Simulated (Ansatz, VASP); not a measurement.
# SiO2 in two plane-wave programs, part 2 of 2

Aim: how closely do two programs agree when they are given the same cell, functional and k mesh? The cell is taken from a series of runs on this material, whose earlier steps may have relaxed, scaled, displaced or heated it; both programs get it as it stands.

VASP 6.6.1 and Ansatz 0.2.0.

So far: Set-up; Ansatz: G0W0 gap, LDA.

### 3. VASP: G0W0 gap, LDA

Level of this step: G0W0 on LDA; plane waves and PAW (Si_GW, O_GW) (VASP).

The same cell, functional (in two slightly different forms) and mesh now go to VASP, with its own data sets.

Lines of VASP's logs that name or quote its potential files are left out, and so is its time.

The run reads the wave functions of an earlier VASP run, which isn't shown here.

Input file INCAR:

```
SYSTEM = SiO2
PREC = Accurate
ENCUT = 440
ISMEAR = 0
SIGMA = 0.01
LREAL = .FALSE.
GGA = CA
NBANDS = 624
ALGO = EVGW0
NELMGW = 1
ENCUTGW = 140
NOMEGA = 64
PRECFOCK = Fast
NBANDSGW = 40
LWAVE = .FALSE.
LCHARG = .FALSE.
```

Input file POSCAR:

```
SiO2
1.0
    4.9329000000      0.0000000000      0.0000000000
    0.0000000000      4.9329000000      0.0000000000
    0.0000000000      0.0000000000      6.4645000000
Si O
4 8
Direct
    0.8136083997      0.8136083997      0.5000000000
    0.6863916003      0.3136083997      0.2500000000
    0.1863916003      0.1863916003      0.0000000000
    0.3136083997      0.6863916003      0.7500000000
    0.2672894097      0.3712296189      0.8040824089
    0.1287703811      0.7672894097      0.5540824089
    0.7327105903      0.6287703811      0.3040824089
    0.8712296189      0.2327105903      0.0540824089
    0.7672894097      0.1287703811      0.4459175911
    0.6287703811      0.7327105903      0.6959175911
    0.2327105903      0.8712296189      0.9459175911
    0.3712296189      0.2672894097      0.1959175911
```

Input file KPOINTS:

```
Automatic mesh
0
Gamma
4 4 2
0 0 0
```

The projector-augmented-wave data sets are Si_GW and O_GW (LDA family, release 64).

Launch:

```bash
$ mpirun -np 8 vasp_std
```

Numbers of over 12 decimals in the logs are rounded to 6 here.

Output:

```text
[banner, memory and clock lines left out]
running    8 mpi-ranks, on    1 nodes
 distrk:  each k-point on    8 cores,    1 groups
 distr:  one band on    1 cores,    8 groups

 POSCAR found type information on POSCAR SiO
 POSCAR found :  2 types and      12 ions
|                                                                             |
|           W    W    AA    RRRRR   N    N  II  N    N   GGGG   !!!           |
|           W    W   A  A   R    R  NN   N  II  NN   N  G    G  !!!           |
|           W    W  A    A  R    R  N N  N  II  N N  N  G       !!!           |
|           W WW W  AAAAAA  RRRRR   N  N N  II  N  N N  G  GGG   !            |
|           WW  WW  A    A  R   R   N   NN  II  N   NN  G    G                |
|           W    W  A    A  R    R  N    N  II  N    N   GGGG   !!!           |
|                                                                             |
|     For optimal performance we recommend to set                             |
|       NCORE = 2 up to number-of-cores-per-socket                            |
|     NCORE specifies how many cores store one orbital (NPAR=cpu/NCORE).      |
|     This setting can greatly improve the performance of VASP for DFT.       |
|     The default, NCORE=1 might be grossly inefficient on modern             |
|     multi-core architectures or massively parallel machines. Do your        |
|     Unfortunately you need to use the default for GW and RPA                |
|     calculations (for HF NCORE is supported but not extensively tested      |
|     yet).                                                                   |
|                                                                             |

|                                                                             |
|           W    W    AA    RRRRR   N    N  II  N    N   GGGG   !!!           |
|           W    W   A  A   R    R  NN   N  II  NN   N  G    G  !!!           |
|           W    W  A    A  R    R  N N  N  II  N N  N  G       !!!           |
|           W WW W  AAAAAA  RRRRR   N  N N  II  N  N N  G  GGG   !            |
|           WW  WW  A    A  R   R   N   NN  II  N   NN  G    G                |
|           W    W  A    A  R    R  N    N  II  N    N   GGGG   !!!           |
|                                                                             |
|     The default for ENCUTGWSOFT is different in this version of VASP.       |
|     please manually set ENCUTGWSOFT =140 in the INCAR file.                 |
|                                                                             |

 LDA part: xc-table for (Slater(with rela. corr.)+CA(PZ))
 , standard interpolation
 found WAVECAR, reading the header
 POSCAR, INCAR and KPOINTS ok, starting setup
 FFT: planning ... GRIDC
 FFT: planning ... GRID_SOFT
 FFT: planning ... GRID
 reading WAVECAR
 the WAVECAR file was read successfully
 initial charge from wavefunction
 available memory per node:     27.21 GB, setting MAXMEM to     27866

 The Fermi energy was updated, please check that it is located mid-gap
 values below the HOMO (VB) or above the LUMO (CB) will cause erroneous energies
 E-fermi :   3.2039

 calculate exact exchange contribution
 the WAVEDER file was read successfully
energies w=
    0.000    0.000    0.542    0.000    1.084    0.000    1.623    0.000
    2.158    0.000    2.689    0.000    3.214    0.000    3.733    0.000
    4.246    0.000    4.752    0.000    5.251    0.000    5.743    0.000
    6.228    0.000    6.706    0.000    7.179    0.000    7.646    0.000
    8.109    0.000    8.567    0.000    9.021    0.000    9.474    0.000
    9.924    0.000   10.374    0.000   10.824    0.000   11.275    0.000
   11.729    0.000   12.186    0.000   12.648    0.000   13.117    0.000
   13.593    0.000   14.078    0.000   14.574    0.000   15.083    0.000
   15.606    0.000   16.147    0.000   16.707    0.000   17.289    0.000
   17.896    0.000   18.533    0.000   19.202    0.000   19.909    0.000
   20.659    0.000   21.458    0.000   22.314    0.000   23.235    0.000
   24.232    0.000   25.317    0.000   26.505    0.000   27.814    0.000
   29.268    0.000   30.893    0.000   32.727    0.000   34.814    0.000
   37.215    0.000   40.008    0.000   43.302    0.000   47.246    0.000
   52.053    0.000   58.043    0.000   65.707    0.000   75.854    0.000
   89.902    0.000  110.606    0.000  144.089    0.000  207.289    0.000
 responsefunction array rank=     616
 LDA part: xc-table for (Slater(with rela. corr.)+CA(PZ))
 , standard interpolation

 min. memory requirement per mpi rank    722.7 MB, per node   5781.9 MB

 allocating   8 responsefunctions rank=   616
 shmem allocating  64 responsefunctions rank=   616
 response function shared by NCSHMEM nodes    1
 Doing            8  frequencies on each core in blocks of           64
NQ=   1    0.0000    0.0000    0.0000,
|.........|.........|.........|.........|.........|.........|.........|.........
 performed       1811000 updates of chi_q(r,r)
 total number of BLAS operations       5374.68 Gflops
NQ=   2    0.2500    0.0000    0.0000,
|.........|.........|.........|.........|.........|.........|.........|.........
 performed       4521000 updates of chi_q(r,r)
 total number of BLAS operations      12921.53 Gflops
NQ=   3    0.5000    0.0000    0.0000,
|.........|.........|.........|.........|.........|.........|.........|.........
 performed       6731000 updates of chi_q(r,r)
 total number of BLAS operations      19331.20 Gflops
NQ=   4    0.2500    0.2500    0.0000,
|.........|.........|.........|.........|.........|.........|.........|.........
 performed       9241000 updates of chi_q(r,r)
 total number of BLAS operations      26251.07 Gflops
NQ=   5    0.5000    0.2500    0.0000,
|.........|.........|.........|.........|.........|.........|.........|.........
 performed      11951000 updates of chi_q(r,r)
 total number of BLAS operations      34108.03 Gflops
NQ=   6    0.5000    0.5000    0.0000,
|.........|.........|.........|.........|.........|.........|.........|.........
 performed      13762000 updates of chi_q(r,r)
 total number of BLAS operations      38983.03 Gflops
NQ=   7    0.0000    0.0000    0.5000,
|.........|.........|.........|.........|.........|.........|.........|.........
 performed      15573000 updates of chi_q(r,r)
 total number of BLAS operations      44269.81 Gflops
NQ=   8    0.2500    0.0000    0.5000,
|.........|.........|.........|.........|.........|.........|.........|.........
 performed      18283000 updates of chi_q(r,r)
 total number of BLAS operations      51765.58 Gflops
NQ=   9    0.5000    0.0000    0.5000,
|.........|.........|.........|.........|.........|.........|.........|.........
 performed      20493000 updates of chi_q(r,r)
 total number of BLAS operations      58217.91 Gflops
NQ=  10    0.2500    0.2500    0.5000,
|.........|.........|.........|.........|.........|.........|.........|.........
 performed      23003000 updates of chi_q(r,r)
 total number of BLAS operations      65161.38 Gflops
NQ=  11    0.5000    0.2500    0.5000,
|.........|.........|.........|.........|.........|.........|.........|.........
 performed      25713000 updates of chi_q(r,r)
 total number of BLAS operations      72657.16 Gflops
NQ=  12    0.5000    0.5000    0.5000,
|.........|.........|.........|.........|.........|.........|.........|.........
 performed      27524000 updates of chi_q(r,r)
 total number of BLAS operations      78014.20 Gflops
 resolving degeneracies of screened two electron integrals

 calculate QP shifts <psi_nk| G(iteration)W_0 |psi_nk>: iteration 1
 entering main loop
```

From OUTCAR (step 3):

```text
ion  position               nearest neighbor table
   1  0.814  0.814  0.500-   6 1.61   9 1.61   7 1.61  10 1.61   2 3.01   4 3.01   2 3.01   4 3.01

  LATTYP: Found a simple tetragonal cell.
 ALAT       =     4.9329000000
 C/A-ratio  =     1.3104867319

 Subroutine GETGRP returns: Found  8 space group operations
 (whereof  2 operations were pure point group operations)

The static configuration has the point symmetry C_2 .
 The point group associated with its full space group is D_4 .

 Found     12 irreducible k-points:

   k-points           NKPTS =     12   k-points in BZ     NKDIM =     32   number of bands    NBANDS=    624

   dimension x,y,z NGX =    36 NGY =   36 NGZ =   48
   dimension x,y,z NGXF=    72 NGYF=   72 NGZF=   96

   ENCUT  =  440.0 eV  32.34 Ry    5.69 a.u.   8.44  8.44 11.06*2*pi/ulx,y,z

   NELECT =      64.0000    total number of electrons

  energy-cutoff  :      440.00
  volume of cell :      157.30
      direct lattice vectors                 reciprocal lattice vectors
     4.932900000  0.000000000  0.000000000     0.202720509  0.000000000  0.000000000
     0.000000000  4.932900000  0.000000000     0.000000000  0.202720509  0.000000000
     0.000000000  0.000000000  6.464500000     0.000000000  0.000000000  0.154691005

 k-points in reciprocal lattice and weights: Automatic mesh
   0.00000000  0.00000000  0.00000000       0.031
   0.25000000  0.00000000  0.00000000       0.125
   0.50000000  0.00000000  0.00000000       0.062
   0.25000000  0.25000000  0.00000000       0.125
   0.50000000  0.25000000  0.00000000       0.125
   0.50000000  0.50000000  0.00000000       0.031
   0.00000000  0.00000000  0.50000000       0.031
   0.25000000  0.00000000  0.50000000       0.125
   0.50000000  0.00000000  0.50000000       0.062
   0.25000000  0.25000000  0.50000000       0.125
   0.50000000  0.25000000  0.50000000       0.125
   0.50000000  0.50000000  0.50000000       0.031

 E-fermi :   3.2039

 QP shifts <psi_nk| G(iteration)W_0 |psi_nk>: iteration 1
 for sc-GW calculations column KS-energies equals QP-energies in previous step
 and V_xc(KS)=  KS-energies - (<T + V_ion + V_H > + <T+V_H+V_ion>^1  + <V_x>^1)
 k-point   1 :       0.0000    0.0000    0.0000
  band No.  KS-energies  QP-energies   sigma(KS)   V_xc(KS)     V^pw_x(r,r')   Z            occupation Imag(sigma)
    ...
     29      -0.4529      -2.1410     -21.5528     -19.4432     -25.3181       0.8002       2.0000       0.0534
     30      -0.0393      -1.6864     -21.7977     -19.7394     -25.5899       0.8002       2.0000       0.0531
     31      -0.0393      -1.6864     -21.7977     -19.7394     -25.5899       0.8002       2.0000       0.0531
     32       0.4120      -1.2027     -21.9168     -19.9020     -25.6704       0.8015       2.0000       0.0517
     33       5.9959       7.4981      -9.3025     -11.0415      -6.1188       0.8638       0.0000      -0.0418
     34       9.0463      10.9001      -8.5069     -10.6740      -4.7454       0.8555       0.0000      -0.0527
     35       9.0463      10.9001      -8.5069     -10.6740      -4.7454       0.8555       0.0000      -0.0527
     36       9.6953      11.6388      -8.5298     -10.8050      -4.7305       0.8542       0.0000      -0.0532
    ...

 k-point   2 :       0.2500    0.0000    0.0000
  band No.  KS-energies  QP-energies   sigma(KS)   V_xc(KS)     V^pw_x(r,r')   Z            occupation Imag(sigma)
    ...
     29      -0.5444      -2.2609     -21.3537     -19.2053     -25.1325       0.7990       2.0000       0.0541
     30      -0.1486      -1.8052     -21.7250     -19.6538     -25.5136       0.7999       2.0000       0.0534
     31      -0.1112      -1.7703     -21.7020     -19.6281     -25.4908       0.8000       2.0000       0.0532
     32       0.2366      -1.4012     -21.7104     -19.6661     -25.4488       0.8012       2.0000       0.0518
     33       6.6697       8.2460      -9.6819     -11.5151      -6.5074       0.8599       0.0000      -0.0424
     34       9.1871      11.0434      -8.6015     -10.7743      -4.8755       0.8543       0.0000      -0.0525
     35       9.1970      11.0322      -8.6732     -10.8218      -5.0195       0.8541       0.0000      -0.0518
     36       9.4595      11.4898      -9.8107     -12.2044      -6.0478       0.8482       0.0000      -0.0535
    ...

 k-point   3 :       0.5000    0.0000    0.0000
  band No.  KS-energies  QP-energies   sigma(KS)   V_xc(KS)     V^pw_x(r,r')   Z            occupation Imag(sigma)
    ...
     29      -0.3277      -2.0207     -21.4190     -19.3011     -25.1937       0.7994       2.0000       0.0538
     30      -0.3277      -2.0207     -21.4190     -19.3011     -25.1937       0.7994       2.0000       0.0538
     31      -0.1551      -1.8372     -21.4163     -19.3133     -25.1596       0.7999       2.0000       0.0530
     32      -0.1551      -1.8372     -21.4163     -19.3133     -25.1596       0.7999       2.0000       0.0530
     33       8.0982       9.8522     -10.0520     -12.1062      -6.7187       0.8538       0.0000      -0.0471
     34       8.0982       9.8522     -10.0520     -12.1062      -6.7187       0.8538       0.0000      -0.0471
     35       9.3912      11.2255      -8.6813     -10.8309      -5.0613       0.8533       0.0000      -0.0517
     36       9.3912      11.2255      -8.6813     -10.8309      -5.0613       0.8533       0.0000      -0.0517
    ...

 k-point   4 :       0.2500    0.2500    0.0000
  band No.  KS-energies  QP-energies   sigma(KS)   V_xc(KS)     V^pw_x(r,r')   Z            occupation Imag(sigma)
    ...
     29      -0.5275      -2.2641     -21.1408     -18.9659     -24.9114       0.7985       2.0000       0.0546
     30      -0.2630      -1.9367     -21.6343     -19.5403     -25.4332       0.7993       2.0000       0.0539
     31      -0.1527      -1.8146     -21.6559     -19.5781     -25.4333       0.7998       2.0000       0.0531
     32       0.1365      -1.5100     -21.6502     -19.5943     -25.3872       0.8009       2.0000       0.0521
     33       7.2564       8.8992      -9.9420     -11.8599      -6.7618       0.8565       0.0000      -0.0433
     34       8.8881      10.7951      -9.1925     -11.4291      -5.5051       0.8526       0.0000      -0.0519
     35       9.1851      11.0705      -9.3283     -11.5407      -5.7013       0.8522       0.0000      -0.0518
     36       9.4491      11.4368      -9.9971     -12.3460      -6.2940       0.8462       0.0000      -0.0535
    ...

[... 4 further parts left out ...]
```

### 4. Differences

Known differences besides the potentials themselves: the two LDA forms differ slightly; fixed occupations in Ansatz, narrow Gaussian smearing in VASP; the cutoff is 420 eV in Ansatz and 440 eV in VASP; VASP's log shows a relativistic correction to its local exchange, Ansatz's none; Ansatz integrates over frequency by contour deformation, VASP on a grid of NOMEGA points; Ansatz's G0W0 levels solve the quasiparticle equation, VASP's are linearised. Total energies have different zeros and are not compared.

The two programs side by side:

| quantity | Ansatz | VASP | difference |
| --- | --- | --- | --- |
| G0W0 gap on the mesh (eV) | 8.72 | 8.70 | +0.02 |
| Kohn-Sham gap under it (eV) | 5.58 | 5.58 | 0.00 |

### 5. What came out

```
difference in G0W0 gap on the mesh (G0W0 gap, LDA) : 0.016 eV
```

In words: The difference in G0W0 gap on the mesh is 0.016 eV (G0W0 gap, LDA). How closely two codes agree says nothing of how well the functional describes the real material.

[Lines on the potential files, build, host, timing and source positions are cut from VASP's logs without a mark.]

[Logs are printed without paths, hosts, clocks, repeated set-up lines and the standing remarks that a program may print on its own settings, such as how far it seeks lower states.]

[Hosts, paths, dates, database ids (printed as entryN), source tags and the programs' standing remarks are cut or masked in the printed files.]
